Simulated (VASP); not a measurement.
Output of a VASP run:

File OSZICAR:
```
       N       E                     dE             d eps       ncg     rms          rms(c)
DAV:   1    -0.507661013788E+01   -0.50766E+01   -0.44629E+03  3880   0.873E+02
DAV:   2    -0.543147461537E+02   -0.49238E+02   -0.46552E+02  4096   0.216E+02
DAV:   3    -0.551636373366E+02   -0.84889E+00   -0.83301E+00  4504   0.272E+01
DAV:   4    -0.551683946368E+02   -0.47573E-02   -0.47566E-02  4126   0.220E+00
DAV:   5    -0.551684513193E+02   -0.56683E-04   -0.56681E-04  4208   0.240E-01    0.141E+01
DAV:   6    -0.514380794421E+02    0.37304E+01   -0.15934E+00  3880   0.164E+01    0.723E+00
DAV:   7    -0.517426923672E+02   -0.30461E+00   -0.11551E-01  3774   0.448E+00    0.496E+00
DAV:   8    -0.518655342708E+02   -0.12284E+00   -0.47917E-02  3816   0.299E+00    0.106E+00
DAV:   9    -0.518742768651E+02   -0.87426E-02   -0.41217E-03  3970   0.664E-01    0.285E-01
DAV:  10    -0.518784471410E+02   -0.41703E-02   -0.13003E-03  3920   0.462E-01    0.700E-02
DAV:  11    -0.518782916527E+02    0.15549E-03   -0.13323E-04  3990   0.124E-01    0.540E-02
DAV:  12    -0.518785297527E+02   -0.23810E-03   -0.33633E-05  3902   0.768E-02    0.150E-02
DAV:  13    -0.518785623610E+02   -0.32608E-04   -0.88008E-06  3882   0.351E-02    0.362E-03
DAV:  14    -0.518785615768E+02    0.78418E-06   -0.53880E-07  3254   0.748E-03
   1 F= -.51878562E+02 E0= -.51877202E+02  d E =-.271992E-02  mag=     0.0000    -0.0000    -0.0000
       N       E                     dE             ncg
```

OUTCAR:
```
------------------------ aborting loop because EDIFF is reached ----------------------------------------
  FORCE on cell =-STRESS in cart. coord.  units (eV):
  Direction    XX          YY          ZZ          XY          YZ          ZX
  --------------------------------------------------------------------------------------
  Total        0.0643613      0.0643613      0.0643613      0.0000000      0.0000000      0.0000000
  in kB        6.7326170      6.7326170      6.7326170      0.0000000      0.0000000      0.0000000
  external PRESSURE =       6.7326170 kB  Pullay stress =       0.0000000 kB
  volume of cell :       15.32
      direct lattice vectors                 reciprocal lattice vectors
     0.000000000  1.971093231  1.971093231    -0.253666337  0.253666337  0.253666337
     1.971093231  0.000000000  1.971093231     0.253666337 -0.253666337  0.253666337
     1.971093231  1.971093231  0.000000000     0.253666337  0.253666337 -0.253666337
 POSITION                                       TOTAL-FORCE (eV/Angst)
 -----------------------------------------------------------------------------------
      0.00000      0.00000      0.00000         0.000000      0.000000     -0.000000
 -----------------------------------------------------------------------------------
    total drift:                                0.000000     -0.000000     -0.000000
  FREE ENERGIE OF THE ION-ELECTRON SYSTEM (eV)
  ---------------------------------------------------
  free  energy   TOTEN  =       -51.8785615768 eV

  energy  without entropy=      -51.8758416590  energy(sigma->0) =      -51.87720162

 Ion:    1  E_soc:     -0.7361858
```
(Selected blocks of OUTCAR.)

POSCAR:
```
Pt
1
    0.0000000000     1.9710932314     1.9710932314
    1.9710932314    -0.0000000000     1.9710932314
    1.9710932314     1.9710932314    -0.0000000000
Pt
1
Direct
  0.0000000000   0.0000000000   0.0000000000
```

Problem. Reconstruct the remaining input files.

Solution. This is not unique; one that fits is the input of the run itself, r2SCAN meta-GGA with spin-orbit coupling, plane waves, VASP's PBE PAW potentials (set 64).

KPOINTS:
```
Automatic mesh
0
Gamma
14 14 14
0 0 0
```

**KPOINTS_OPT**
```
k-points along high-symmetry lines
8
Line-mode
Reciprocal
  0.000000   0.000000   0.000000 ! GAMMA
  0.500000   0.000000   0.500000 ! X

  0.500000   0.000000   0.500000 ! X
  0.625000   0.250000   0.625000 ! U

  0.375000   0.375000   0.750000 ! K
  0.000000   0.000000   0.000000 ! GAMMA

  0.000000   0.000000   0.000000 ! GAMMA
  0.500000   0.500000   0.500000 ! L

  0.500000   0.500000   0.500000 ! L
  0.500000   0.250000   0.750000 ! W

  0.500000   0.250000   0.750000 ! W
  0.500000   0.000000   0.500000 ! X
```

### INCAR
```
SYSTEM = Pt
PREC = Accurate
ENCUT = 400
EDIFF = 1E-6
NELM = 100
ALGO = Normal
LREAL = .FALSE.
LASPH = .TRUE.
ISMEAR = 0
SIGMA = 0.05
METAGGA = R2SCAN
LMIXTAU = .TRUE.
LMAXMIX = 6
LWAVE = .FALSE.
LCHARG = .FALSE.
LSORBIT = .TRUE.
MAGMOM = 0 0 0
GGA_COMPAT = .FALSE.
```

POTCAR, in this order: Pt (PBE.64 set). Program: vasp_ncl.

The compound is Pt in the fcc structure. It was relaxed first.
